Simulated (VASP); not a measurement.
All values below come from PBEsol GGA, VASP's PBE PAW potentials (set 64) (plane waves; VASP).

VASP ran on this input.

File POSCAR:
```
As
1
    3.1658916273    -1.8053180987    -0.1136672843
    3.1658916273     1.8053180987    -0.1136672843
    2.2437004239    -0.0000000000     2.8741551811
As
2
Direct
  0.2408218232   0.2408218232   0.2408218235
  0.7591781768   0.7591781768   0.7591781765
```

File KPOINTS:
```
Automatic mesh
0
Gamma
12 12 12
0 0 0
```

INCAR:
```
SYSTEM = As
PREC = Accurate
ENCUT = 500
EDIFF = 1E-6
NELM = 100
ALGO = Normal
LREAL = .FALSE.
LASPH = .TRUE.
ISMEAR = 1
SIGMA = 0.1
GGA = PS
LMAXMIX = 4
LWAVE = .FALSE.
LCHARG = .FALSE.
IBRION = 2
ISIF = 3
NSW = 40
EDIFFG = -0.02
PSTRESS = 200
```

POTCAR, in this order: As (PBE.64 set). Program: vasp_std.

Output of the run:

**OSZICAR**
```
       N       E                     dE             d eps       ncg     rms          rms(c)
DAV:   1     0.288531914645E+02    0.28853E+02   -0.45012E+03  3402   0.923E+02
DAV:   2    -0.876795543700E+01   -0.37621E+02   -0.36491E+02  5132   0.128E+02
DAV:   3    -0.983589359500E+01   -0.10679E+01   -0.10593E+01  3956   0.249E+01
DAV:   4    -0.984157791029E+01   -0.56843E-02   -0.56662E-02  4570   0.168E+00
DAV:   5    -0.984158938764E+01   -0.11477E-04   -0.11477E-04  3941   0.567E-02    0.430E+00
DAV:   6    -0.981895498223E+01    0.22634E-01   -0.45479E-03  3848   0.493E-01    0.258E+00
DAV:   7    -0.980698242873E+01    0.11973E-01   -0.89192E-03  3737   0.729E-01    0.704E-02
DAV:   8    -0.980698113169E+01    0.12970E-05   -0.12148E-04  3871   0.854E-02    0.167E-02
DAV:   9    -0.980698524380E+01   -0.41121E-05   -0.75214E-06  4467   0.220E-02    0.776E-03
DAV:  10    -0.980698489305E+01    0.35075E-06   -0.10158E-06  2110   0.704E-03
   1 F= -.55908509E+01 E0= -.55907845E+01  d E =-.559085E+01
```

**OUTCAR**
```
------------------------ aborting loop because EDIFF is reached ----------------------------------------
  FORCE on cell =-STRESS in cart. coord.  units (eV):
  Direction    XX          YY          ZZ          XY          YZ          ZX
  --------------------------------------------------------------------------------------
  Total        4.2361654      4.2543404      4.2526082      0.0000000      0.0000000     -0.0056104
  in kB      200.9502304    201.8123913    201.7302219      0.0000000      0.0000000     -0.2661416
  external PRESSURE =       1.4976145 kB  Pullay stress =     200.0000000 kB
  volume of cell :       33.77
      direct lattice vectors                 reciprocal lattice vectors
     3.165891627 -1.805318099 -0.113667284     0.153627500 -0.276959501 -0.119928836
     3.165891627  1.805318099 -0.113667284     0.153627500  0.276959501 -0.119928836
     2.243700424  0.000000000  2.874155181     0.012151342  0.000000000  0.338442418
 POSITION                                       TOTAL-FORCE (eV/Angst)
 -----------------------------------------------------------------------------------
      2.06516      0.00000      0.63741         0.008782      0.000000      0.002710
      6.51032      0.00000      2.00941        -0.008782      0.000000     -0.002710
 -----------------------------------------------------------------------------------
    total drift:                                0.000000      0.000000      0.000000
  FREE ENERGIE OF THE ION-ELECTRON SYSTEM (eV)
  ---------------------------------------------------
  free  energy   TOTEN  =        -9.8069848930 eV

  energy  without entropy=       -9.8067856776  energy(sigma->0) =       -9.80691849
  enthalpy is  TOTEN    =        -5.5908509475 eV   P V=        4.2161339455

 reached required accuracy - stopping structural energy minimisation
```
(Selected blocks of OUTCAR.)

The compound is As in the a7 structure. It was relaxed first under an external pressure of 20 GPa.
